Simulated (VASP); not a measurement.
An input for Quantum ESPRESSO's pw.x (written as the equivalent of a VASP run, and not itself run):

```
&CONTROL
  calculation = 'vc-relax'
  pseudo_dir = './pseudo'
  outdir = './out'
  tprnfor = .true.
  tstress = .true.
  nstep = 30
  forc_conv_thr = 0.00039
/
&SYSTEM
  ibrav = 0
  nat = 6
  ntyp = 2
  ecutwfc = 84
  occupations = 'smearing'
  smearing = 'gaussian'
  degauss = 0.003675
  input_dft = 'vdw-df-obk8'
/
&ELECTRONS
  conv_thr = 7.3e-09
  electron_maxstep = 100
/
&IONS
/
&CELL
  cell_dofree = 'shape'
/
ATOMIC_SPECIES
  Pb 207.200 Pb.upf
  O 15.999 O.upf
CELL_PARAMETERS angstrom
     5.1367408    0.0000000    0.0000000
     0.0000000    5.1367408    0.0000000
     0.0000000    0.0000000    3.5309519
ATOMIC_POSITIONS crystal
  Pb   0.0000000  0.0000000  0.0000000
  Pb   0.5000000  0.5000000  0.5000000
  O    0.3072991  0.3072991  0.0000000
  O    0.8072991  0.1927009  0.5000000
  O    0.1927009  0.8072991  0.5000000
  O    0.6927009  0.6927009  0.0000000
K_POINTS automatic
  5 5 6 0 0 0
```

### Question
Translate this input to VASP (INCAR, KPOINTS, POSCAR, choice of POTCAR).

### Answer
This is not unique; one that fits is 
**KPOINTS**
```
Automatic mesh
0
Gamma
5 5 6
0 0 0
```

**POSCAR**
```
PbO2
1
    5.1367408164     0.0000000000     0.0000000000
    0.0000000000     5.1367408164     0.0000000000
    0.0000000000     0.0000000000     3.5309519142
Pb O
2 4
Direct
  0.0000000000   0.0000000000   0.0000000000
  0.5000000000   0.5000000000   0.5000000000
  0.3072990571   0.3072990571   0.0000000000
  0.8072990571   0.1927009429   0.5000000000
  0.1927009429   0.8072990571   0.5000000000
  0.6927009429   0.6927009429   0.0000000000
```

**INCAR**
```
# general
SYSTEM  =PbO2
PREC    =Accurate
ENCUT   =520
LREAL   =F   # projection in real space or not
LASPH   =T   # aspherical one-centre terms

# electronic loop
EDIFF   =1E-7   # SCF stop (eV)
NELM    =100   # most electronic steps
ALGO    =Normal   # blocked Davidson
LMAXMIX =4

# smearing
ISMEAR  =0   # Gaussian
SIGMA   =0.05   # width (eV)

# functional
GGA     =BO
LUSE_VDW=T
AGGAC   =0.0
PARAM1  =0.1833333333
PARAM2  =0.22

# ions
IBRION  =2
NSW     =30   # most ionic steps
ISIF    =4
EDIFFG  =-0.01

# output
LWAVE   =F
LCHARG  =F
```

POTCAR, in this order: Pb_d O (PBE.64 set). Program: vasp_std.

What does not carry over: the potentials are each code's own (VASP's PAW set, PseudoDojo norm-conserving files in pw.x), so ENCUT and ecutwfc are chosen apart and not converted; conv_thr bounds pw.x's estimated SCF error, while EDIFF bounds the energy change between steps; forc_conv_thr acts on force components and is met together with etot_conv_thr.

The compound is PbO2 in the rutile structure. This cell is one point of a volume scan, at 1.06 of the reference volume. Symmetry was kept, so distortions that lower it aren't found.
